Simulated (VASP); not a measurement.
Here is the system:

```yaml
crystal:
  lattice:
    - [0.00000, 2.75391, 2.75391]
    - [2.75391, 0.00000, 2.75391]
    - [2.75391, 2.75391, 0.00000]
  atoms:
    - { symbol: Cu, position: [0.00000, 0.00000, 0.00000] }
    - { symbol: Cl, position: [0.25000, 0.25000, 0.25000] }
```

The numbers are results of revPBE GGA, VASP's PBE PAW potentials (set 64) (plane waves; VASP), not measurements. Settings: 520 eV cut-off, Gaussian smearing of 0.050 eV, potentials Cu Cl.

Task: Give the energies of bands 2 to 11 at the high-symmetry points, in eV from the valence-band maximum.

Result: 
```
band      Γ      X      U      L      W
----  -----  -----  -----  -----  -----
2     -4.75  -6.29  -6.00  -6.33  -5.83
3     -4.75  -4.89  -5.39  -4.74  -5.51
4     -4.75  -4.89  -4.83  -4.74  -4.96
5     -1.30  -1.40  -1.49  -1.24  -1.45
6     -1.30  -1.21  -1.24  -1.24  -1.38
7      0.00  -1.14  -1.16  -1.19  -1.15
8      0.00  -0.96  -0.89  -0.49  -0.98
9      0.00  -0.96  -0.76  -0.49  -0.68
10     0.56   3.58   4.27   2.88   4.99
11     6.77   4.41   5.00   6.69   5.13
```

The gap is direct, 0.56 eV, from the valence maximum at Γ to the conduction minimum at Γ.

Measured: gap 3.39 eV at 2 K (computed value off by -2.83 eV), as given by arXiv:1206.3780.

The compound is CuCl in the zinc blende structure. It was relaxed first, which changed the volume by +6 %.
